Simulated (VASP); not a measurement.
Input:

```
CELL_PARAMETERS angstrom
      1.79147    -3.10292     0.00000
      1.79147     3.10292     0.00000
      0.00000     0.00000     5.53475
ATOMIC_POSITIONS crystal
  Er 0.33333 0.66667 0.25000
  Er 0.66667 0.33333 0.75000
```

Computed with PBE GGA, VASP's PBE PAW potentials (set 64) (plane waves; VASP). Numerical set-up: 480 eV cut-off, 12×12×6 Γ-centred mesh, first-order Methfessel-Paxton smearing of 0.10 eV, potentials Er_3.

The 4f electrons are frozen in the core of the lanthanide potential, so 4f levels, which can set the real gap, and their magnetism are missing. Energy and stress use the plane-wave basis of the starting cell.

Problem. The ions, cell shape and volume at an external pressure of 2.0 GPa are relaxed. What does this cell relax into?

Solution. 
```
CELL_PARAMETERS angstrom
      1.76801    -3.06228     0.00000
      1.76801     3.06228     0.00000
      0.00000     0.00000     5.46628
ATOMIC_POSITIONS crystal
  Er 0.33333 0.66667 0.25000
  Er 0.66667 0.33333 0.75000
```
Space group P6_3/mmc (194), at a tolerance of 0.03 Å.

Problem. How do energy and volume change from the first to the last step?

Solution. The energy (σ→0) changes by +7.7 meV/atom and the volume by -3.8 %, in 3 ionic steps.

```csv
step,E(σ→0) (eV),max force (eV/Å),pressure (GPa),volume (Å³)
1,-8.9976,0.000,0.14,61.53
2,-8.9706,0.000,2.70,58.40
3,-8.9822,0.000,2.01,59.19
```

The compound is Er in the hcp structure. This run relaxes it under an external pressure of 2 GPa. Symmetry was kept, so distortions that lower it aren't found.
